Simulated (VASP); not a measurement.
Data:

```
CELL_PARAMETERS angstrom
      0.00000     1.70072     1.70072
      1.70072     0.00000     1.70072
      1.70072     1.70072     0.00000
ATOMIC_POSITIONS crystal
  Ni 0.00000 0.00000 0.00000
```
Starting moments (μB, in the order of the record's atoms Ni): 0.6.

Level of theory: LDA (Ceperley-Alder, Perdew-Zunger), VASP's LDA PAW potentials (set 64) (plane waves; VASP). Run with 500 eV cut-off, 18×18×18 Γ-centred mesh, first-order Methfessel-Paxton smearing of 0.10 eV, potentials Ni.

Problem. Predict the cell moment, energy per atom (σ→0), pressure, band gap (on the k-mesh) with the smallest direct gap where there is one.

Solution. 
```json
{
  "band gap (on the k-mesh)": "none (metal, semimetal or under 0.01 eV)",
  "cell_moment": "0.60 μB",
  "energy per atom (σ→0)": "-6.578 eV/atom",
  "pressure": "5.06 GPa"
}
```

Problem. Give the moment on each site (PAW-sphere projection).

Solution. 
```
site  moment (μB)
----  -----------
Ni1          0.60
```

Total energies compare only between runs with the same potentials, cut-off and functional.

The compound is Ni in the fcc structure. It was relaxed first under an external pressure of 5 GPa.
